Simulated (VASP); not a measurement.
Be₂C (antifluorite), at 0.96 of the tabulated volume:

```xyz
3
Lattice="0.0000 2.1407 2.1407 2.1407 0.0000 2.1407 2.1407 2.1407 0.0000" Properties=species:S:1:pos:R:3 pbc="T T T"
Be     1.0703     1.0703     1.0703
Be     3.2110     3.2110     3.2110
C      0.0000     0.0000     0.0000
```

The lowest empty band near X, direction across the valley's axis, from mBJ (TB09) with spin-orbit coupling in VASP (PAW); its two spin partners are averaged. The gap over the points computed is 1.83 eV, and the next band on that side lies 4.57 eV away at the edge.

Run with 520 eV cut-off, 10×10×10 Γ-centred mesh, Gaussian smearing of 0.050 eV, potentials Be C.

```csv
distance from the edge in k (1/Å),distance in energy (meV)
0.018,5.1
0.025,9.8
0.035,19.2
0.050,39.2
0.070,76.5
```

Fit E(1 + αE) = ħ²k²/2m* (ħ²/2m0 = 3.810 eV Å²) and predict the row at 0.095 1/Å.

The rows don't resolve α, so a parabola serves: the electron mass is m* = 0.244 m0, and so 141.1 meV. The run gave 140.1 meV, -1.0 meV from the fit.

Left out are points under 3 meV from the edge, since the levels carry 0.1 meV, and points farther than half the way to the next band.

The compound is Be2C in the antifluorite structure. The cell was not relaxed at this level.
